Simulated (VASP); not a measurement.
Output of a VASP run:

### OUTCAR
```
 ion  position               nearest neighbor table
   1  0.000  0.000  0.000-   2 3.01   3 3.01   2 3.01   3 3.01   3 3.01   3 3.01   2 3.01   2 3.01
                             3 3.01   3 3.01   2 3.01   2 3.01
   2  0.333  0.667  0.500-   3 2.67   3 2.67   3 2.67   1 3.01   1 3.01   1 3.01   1 3.01   1 3.01
                             1 3.01
   3  0.667  0.333  0.500-   2 2.67   2 2.67   2 2.67   1 3.01   1 3.01   1 3.01   1 3.01   1 3.01
                             1 3.01
  LATTYP: Found a hexagonal cell.
 ALAT       =     4.6202077780
 C/A-ratio  =     0.6053840431
 Subroutine PRICEL returns:
 Original cell was already a primitive cell.
 Subroutine GETGRP returns: Found 24 space group operations
The static configuration has the point symmetry D_6h.
The dynamic configuration has the point symmetry D_6h.
The overall configuration has the point symmetry D_6h.
 Subroutine INISYM returns: Found 24 space group operations
 Subroutine IBZKPT returns following result:
 Found     84 irreducible k-points:

 Following reciprocal coordinates:
            Coordinates               Weight
  0.000000  0.000000  0.000000      1.000000
  0.111111 -0.000000  0.000000      6.000000
  0.222222 -0.000000  0.000000      6.000000
  0.333333 -0.000000  0.000000      6.000000
  0.444444 -0.000000  0.000000      6.000000
  0.111111  0.111111  0.000000      6.000000
  0.222222  0.111111  0.000000     12.000000
  0.333333  0.111111  0.000000     12.000000
  0.444444  0.111111  0.000000      6.000000
  0.222222  0.222222  0.000000      6.000000
  0.333333  0.222222  0.000000     12.000000
  0.333333  0.333333  0.000000      2.000000
  0.000000  0.000000  0.083333      2.000000
  0.111111 -0.000000  0.083333     12.000000
  0.222222 -0.000000  0.083333     12.000000
  0.333333 -0.000000  0.083333     12.000000
  0.444444 -0.000000  0.083333     12.000000
  0.111111  0.111111  0.083333     12.000000
  0.222222  0.111111  0.083333     24.000000
  0.333333  0.111111  0.083333     24.000000
  0.444444  0.111111  0.083333     12.000000
  0.222222  0.222222  0.083333     12.000000
  0.333333  0.222222  0.083333     24.000000
  0.333333  0.333333  0.083333      4.000000
  0.000000  0.000000  0.166667      2.000000
  0.111111 -0.000000  0.166667     12.000000
  0.222222 -0.000000  0.166667     12.000000
  0.333333 -0.000000  0.166667     12.000000
  0.444444 -0.000000  0.166667     12.000000
  0.111111  0.111111  0.166667     12.000000
  0.222222  0.111111  0.166667     24.000000
  0.333333  0.111111  0.166667     24.000000
  0.444444  0.111111  0.166667     12.000000
  0.222222  0.222222  0.166667     12.000000
  0.333333  0.222222  0.166667     24.000000
  0.333333  0.333333  0.166667      4.000000
  0.000000  0.000000  0.250000      2.000000
  0.111111 -0.000000  0.250000     12.000000
  0.222222 -0.000000  0.250000     12.000000
  0.333333 -0.000000  0.250000     12.000000
   k-points           NKPTS =     84   k-points in BZ     NKDIM =     84   number of bands    NBANDS=     26
   number of dos      NEDOS =    601   number of ions     NIONS =      3
   total plane-waves  NPLWV =  16200
   dimension x,y,z NGX =    30 NGY =   30 NGZ =   18
   dimension x,y,z NGXF=    60 NGYF=   60 NGZF=   36
   ions per type =               1   2
   PREC   = accura    normal or accurate (medium, high low for compatibility)
   ISTART =      0    job   : 0-new  1-cont  2-samecut
   ICHARG =      2    charge: 1-file 2-atom 10-const
   ISPIN  =      2    spin polarized calculation?
   LNONCOLLINEAR =      F non collinear calculations
   LSORBIT =      F    spin-orbit coupling
   INIWAV =      1    electr: 0-lowe 1-rand  2-diag
   ENCUT  =  400.0 eV  29.40 Ry    5.42 a.u.   7.53  7.53  4.56*2*pi/ulx,y,z
   NELM   =    100;   NELMIN=  2; NELMDL= -5     # of ELM steps
   EDIFF  = 0.1E-06   stopping-criterion for ELM
   LREAL  =      F    real-space projection
   NLSPLINE    = F    spline interpolate recip. space projectors
...
```

File OSZICAR:
```
       N       E                     dE             d eps       ncg     rms          rms(c)
DAV:   1     0.278632142580E+03    0.27863E+03   -0.18347E+04 10402   0.348E+03
DAV:   2    -0.568931273049E+01   -0.28432E+03   -0.27920E+03  8768   0.615E+02
DAV:   3    -0.454451257597E+02   -0.39756E+02   -0.39089E+02  9380   0.173E+02
DAV:   4    -0.470957384913E+02   -0.16506E+01   -0.16337E+01 10428   0.382E+01
DAV:   5    -0.471482865683E+02   -0.52548E-01   -0.52358E-01 12414   0.629E+00    0.127E+01
DAV:   6    -0.448100877870E+02    0.23382E+01   -0.61848E+01  9714   0.395E+01    0.238E+01
DAV:   7    -0.411254284190E+02    0.36847E+01   -0.23468E+01  9800   0.253E+01    0.776E+00
DAV:   8    -0.414245128517E+02   -0.29908E+00   -0.74336E-01 10056   0.429E+00    0.365E+00
DAV:   9    -0.415097391011E+02   -0.85226E-01   -0.22970E-01 10332   0.247E+00    0.158E+00
DAV:  10    -0.415103008428E+02   -0.56174E-03   -0.14545E-01  9898   0.213E+00    0.985E-01
DAV:  11    -0.415076914702E+02    0.26094E-02   -0.26399E-02  9464   0.987E-01    0.278E-01
DAV:  12    -0.415149979830E+02   -0.73065E-02   -0.11354E-02  9090   0.561E-01    0.148E-01
DAV:  13    -0.415152808374E+02   -0.28285E-03   -0.23088E-03 10840   0.255E-01    0.477E-02
DAV:  14    -0.415153655027E+02   -0.84665E-04   -0.20731E-04  9522   0.103E-01    0.452E-02
DAV:  15    -0.415154016966E+02   -0.36194E-04   -0.47582E-05  9770   0.509E-02    0.131E-02
DAV:  16    -0.415154265457E+02   -0.24849E-04   -0.33149E-05  9476   0.344E-02    0.443E-03
DAV:  17    -0.415154179511E+02    0.85946E-05   -0.30959E-06  9746   0.116E-02    0.220E-03
DAV:  18    -0.415154232291E+02   -0.52780E-05   -0.42577E-07 10440   0.417E-03    0.158E-03
DAV:  19    -0.415154241130E+02   -0.88391E-06   -0.91318E-08  6268   0.186E-03    0.914E-04
DAV:  20    -0.415154207142E+02    0.33989E-05   -0.38485E-08  5396   0.131E-03    0.306E-04
DAV:  21    -0.415154213179E+02   -0.60375E-06   -0.50590E-09  4728   0.568E-04    0.114E-04
DAV:  22    -0.415154215172E+02   -0.19932E-06   -0.13195E-09  4654   0.378E-04    0.684E-05
DAV:  23    -0.415154214804E+02    0.36833E-07   -0.47706E-10  4626   0.178E-04
   1 F= -.41515421E+02 E0= -.41515421E+02  d E =0.000000E+00  mag=     4.0455
       N       E                     dE             ncg
```

File OUTCAR:
```
------------------------ aborting loop because EDIFF is reached ----------------------------------------
  FORCE on cell =-STRESS in cart. coord.  units (eV):
  Direction    XX          YY          ZZ          XY          YZ          ZX
  --------------------------------------------------------------------------------------
  Total       -0.4594575     -0.4594576      0.2945326      0.0000000     -0.0000000      0.0000000
  in kB      -14.2367162    -14.2367168      9.1263649      0.0000000     -0.0000000      0.0000000
  external PRESSURE =      -6.4490227 kB  Pullay stress =       0.0000000 kB
  volume of cell :       51.71
      direct lattice vectors                 reciprocal lattice vectors
     4.620207778  0.000000000  0.000000000     0.216440482  0.124961968  0.000000000
    -2.310103889  4.001217401  0.000000000     0.000000000  0.249923936  0.000000000
     0.000000000  0.000000000  2.797000065     0.000000000  0.000000000  0.357525912
 POSITION                                       TOTAL-FORCE (eV/Angst)
 -----------------------------------------------------------------------------------
      0.00000      0.00000      0.00000         0.000000      0.000000      0.000000
     -0.00000      2.66748      1.39850        -0.000000     -0.000000      0.000000
      2.31011      1.33374      1.39850         0.000000      0.000000      0.000000
 -----------------------------------------------------------------------------------
    total drift:                                0.000000      0.000000      0.000000
  FREE ENERGIE OF THE ION-ELECTRON SYSTEM (eV)
  ---------------------------------------------------
  free  energy   TOTEN  =       -41.5154214804 eV

  energy  without entropy=      -41.5154214804  energy(sigma->0) =      -41.51542148

 total charge

# of ion       s       p       d       tot
------------------------------------------
    1        0.313   6.146   4.168  10.627
    2        1.178   1.085  10.039  12.303
    3        1.178   1.085  10.039  12.303
--------------------------------------------------
tot          2.670   8.317  24.245  35.232

 magnetization (x)

# of ion       s       p       d       tot
------------------------------------------
    1        0.077   0.041   3.712   3.830
    2        0.027  -0.072   0.007  -0.038
    3        0.027  -0.072   0.007  -0.038
--------------------------------------------------
tot          0.131  -0.102   3.726   3.755

 Electric field gradients after diagonalization (V/A^2)
 (convention: |V_zz| > |V_xx| > |V_yy|)
----------------------------------------------------------------------
 ion       V_xx      V_yy      V_zz     asymmetry (V_yy - V_xx)/ V_zz
----------------------------------------------------------------------
   1      10.211    10.210   -20.421       0.000
   2      -7.147    -7.136    14.283       0.001
   3      -7.147    -7.136    14.283       0.001
```
(Selected blocks of OUTCAR.)

**POSCAR**
```
CrGe2
1
    4.6202077780     0.0000000000     0.0000000000
   -2.3101038890     4.0012174014    -0.0000000000
    0.0000000000     0.0000000000     2.7970000645
Cr Ge
1 2
Direct
  0.0000000000   0.0000000000   0.0000000000
  0.3333330000   0.6666670000   0.5000000000
  0.6666670000   0.3333330000   0.5000000000
```

Reconstruct the remaining input files.

This is not unique; one that fits is the input of the run itself, r2SCAN meta-GGA, plane waves, VASP's PBE PAW potentials (set 64).

### KPOINTS_OPT
```
k-points along high-symmetry lines
6
Line-mode
Reciprocal
  0.000000   0.000000   0.000000 ! GAMMA
  0.500000   0.000000   0.000000 ! M

  0.500000   0.000000   0.000000 ! M
  0.333333   0.333333   0.000000 ! K

  0.333333   0.333333   0.000000 ! K
  0.000000   0.000000   0.000000 ! GAMMA

  0.000000   0.000000   0.000000 ! GAMMA
  0.000000   0.000000   0.500000 ! A

  0.000000   0.000000   0.500000 ! A
  0.500000   0.000000   0.500000 ! L

  0.500000   0.000000   0.500000 ! L
  0.333333   0.333333   0.500000 ! H

  0.333333   0.333333   0.500000 ! H
  0.000000   0.000000   0.500000 ! A

  0.500000   0.000000   0.500000 ! L
  0.500000   0.000000   0.000000 ! M

  0.333333   0.333333   0.500000 ! H
  0.333333   0.333333   0.000000 ! K
```

INCAR:
```
LCHARG = .FALSE.
PREC = Accurate
EDIFF = 1E-7   ! SCF stop (eV)
LEFG = .TRUE.
NELM = 100   ! most electronic steps
ISIF = 2   ! forces and stress, cell fixed
ENCUT = 400   ! plane-wave cut-off (eV)
SYSTEM = CrGe2
METAGGA = R2SCAN
ISMEAR = -5
LORBIT = 11
ISPIN = 2
LMAXMIX = 4   ! l cut-off of mixed one-centre charges
LREAL = .FALSE.
NEDOS = 601   ! DOS grid
LASPH = .TRUE.   ! aspherical one-centre terms
LMIXTAU = .TRUE.
LWAVE = .FALSE.
MAGMOM = 3.9 0.0 0.0
ALGO = Normal
```

**KPOINTS**
```
kpoints
0
gamma
9 9 12
```

POTCAR, in this order: Cr_pv Ge_d (PBE.64 set). Program: vasp_std.

The moments were started parallel, and other spin orders were not tried in this run. For a metal the tetrahedron method with Blöchl corrections gives inexact stress and forces.

The structure was generated: CrGe2 was put into the AlB2 type (P6/mmm), which need not be its known phase. It was relaxed first, which changed the volume by -38 %.
